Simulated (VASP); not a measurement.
A VASP calculation is set up with these files.

### INCAR
```
# general
SYSTEM  = PbO2
PREC    = Accurate
ENCUT   = 620
LREAL   = .FALSE.
LASPH   = .TRUE.

# electronic loop
EDIFF   = 1E-6
NELM    = 100
ALGO    = Normal
LMAXMIX = 4

# smearing
ISMEAR  = 1
SIGMA   = 0.1

# ions
IBRION  = 2
NSW     = 40
ISIF    = 3
EDIFFG  = -0.02
PSTRESS = 450

# output
LWAVE   = .FALSE.
LCHARG  = .FALSE.
```

KPOINTS:
```
Automatic mesh
0
Gamma
7 7 9
0 0 0
```

POSCAR:
```
PbO2
1.0
  4.6114162113   0.0000000000   0.0000000000
  0.0000000000   4.6114162113   0.0000000000
  0.0000000000   0.0000000000   3.3666082882
Pb O
2 4
Cart
  0.0000000000   0.0000000000   0.0000000000
  2.3057081056   2.3057081056   1.6833041441
  1.4212499108   1.4212499108   0.0000000000
  3.7269580164   0.8844581949   1.6833041441
  0.8844581949   3.7269580164   1.6833041441
  3.1901663005   3.1901663005   0.0000000000
```

POTCAR, in this order: Pb_d O (LDA.64 set). Program: vasp_std.

Problem. Write an equivalent input for Quantum ESPRESSO's pw.x.

Solution. One equivalent input (not run):
```
&CONTROL
  calculation = 'vc-relax'
  pseudo_dir = './pseudo'
  outdir = './out'
  tprnfor = .true.
  tstress = .true.
  nstep = 40
  forc_conv_thr = 0.00078
/
&SYSTEM
  ibrav = 0
  nat = 6
  ntyp = 2
  ecutwfc = 84
  occupations = 'smearing'
  smearing = 'methfessel-paxton'
  degauss = 0.00735
  input_dft = 'pz'
/
&ELECTRONS
  conv_thr = 7.3e-08
  electron_maxstep = 100
/
&IONS
/
&CELL
  press = 450
/
ATOMIC_SPECIES
  Pb 207.200 Pb.upf
  O 15.999 O.upf
CELL_PARAMETERS angstrom
     4.6114162    0.0000000    0.0000000
     0.0000000    4.6114162    0.0000000
     0.0000000    0.0000000    3.3666083
ATOMIC_POSITIONS crystal
  Pb   0.0000000  0.0000000  0.0000000
  Pb   0.5000000  0.5000000  0.5000000
  O    0.3082025  0.3082025  0.0000000
  O    0.8082025  0.1917975  0.5000000
  O    0.1917975  0.8082025  0.5000000
  O    0.6917975  0.6917975  0.0000000
K_POINTS automatic
  7 7 9 0 0 0
```
Limits of the translation: the potentials are each code's own (VASP's PAW set, PseudoDojo norm-conserving files in pw.x), so ENCUT and ecutwfc are chosen apart and not converted; conv_thr bounds pw.x's estimated SCF error, while EDIFF bounds the energy change between steps; forc_conv_thr acts on force components and is met together with etot_conv_thr.

The compound is PbO2 in the rutile structure. This run relaxes it under an external pressure of 45 GPa. Symmetry was kept, so distortions that lower it aren't found.
